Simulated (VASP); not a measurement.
Here is the system:

```xyz
3
Lattice="0.0000 3.3800 3.3800 3.3800 0.0000 3.3800 3.3800 3.3800 0.0000" Properties=species:S:1:pos:R:3 pbc="T T T"
Mg     1.6900     1.6900     1.6900
Mg     5.0700     5.0700     5.0700
Sn     0.0000     0.0000     0.0000
```

Computed with PBE GGA with spin-orbit coupling, VASP's PBE PAW potentials (set 64) (plane waves; VASP). Numerical set-up: 400 eV cut-off, 6×6×6 Γ-centred mesh, Gaussian smearing of 0.050 eV, potentials Mg Sn_d.

Problem. Estimate the energy per atom (σ→0), band gap (on the k-mesh) with the smallest direct gap where there is one.

Solution. 
- band gap (on the k-mesh) = none (metal, semimetal or under 0.01 eV)
- energy per atom (σ→0) = -2.486 eV/atom

Only differences to runs with the same potentials and settings are physical.

The compound is Mg2Sn in the antifluorite structure. The cell was not relaxed at this level. The run is one of a series of settings (GGA_COMPAT = .FALSE., LSORBIT = .TRUE., MAGMOM = 0 0 0 0 0 0 0 0 0, program vasp_ncl against the base run), some of them coarse on purpose.
